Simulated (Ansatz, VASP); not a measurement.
## ZnCu with different potentials

System: CuZn (CsCl type, first atom moved by 0.06 Å along [111]), 2 atoms in the cell.

```
CELL_PARAMETERS angstrom
2.97000 0.00000 0.00000
0.00000 2.97000 0.00000
0.00000 0.00000 2.97000
ATOMIC_POSITIONS crystal
Cu 0.01166 0.01166 0.01166
Zn 0.50000 0.50000 0.50000
```

All runs use HSE06; k-mesh 4×4×4 Γ-centred; Fermi–Dirac smearing of 0.1 eV; no spin polarisation. Exact exchange at q = 0 is regularized (HFRCUT = 0 in VASP). VASP pressures are printed at a fixed basis; Ansatz's pressures include its basis correction. The all-electron reference is a plane-wave run on PAW datasets generated for this crystal and functional, not LAPW.

```csv
run,pressure (GPa),Fx on Cu1 (eV/Å)
"Ansatz with JTH PAW, 1350 eV",-2.22,-0.139
"Ansatz PAW soft set 1, 420 eV",-1.76,-0.140
"Ansatz hand-made PAW, 700 eV",-1.63,-0.140
"VASP, Cu_pv/Zn, 479 eV",-2.62,-0.141
"Ansatz PAW hard set, 700 eV",-1.68,-0.140
```

(1) What does the all-electron calculation give for these quantities?

## Answers

(1) Ansatz all-electron PAW datasets made for this crystal, 340 eV: pressure -1.62 GPa, Fx on Cu1 -0.140 eV/Å. All forces:

```tsv
atom	Fx (eV/Å)	Fy (eV/Å)	Fz (eV/Å)
Cu1	-0.140	-0.140	-0.140
Zn2	0.140	0.140	0.140
```

The k-mesh is coarse, so these values belong to this mesh and can lie far from the converged ones. Potentials made with PBE were used with another functional (at least in: Ansatz with JTH PAW, 1350 eV; VASP, Cu_pv/Zn, 479 eV; Ansatz PAW hard set, 700 eV).
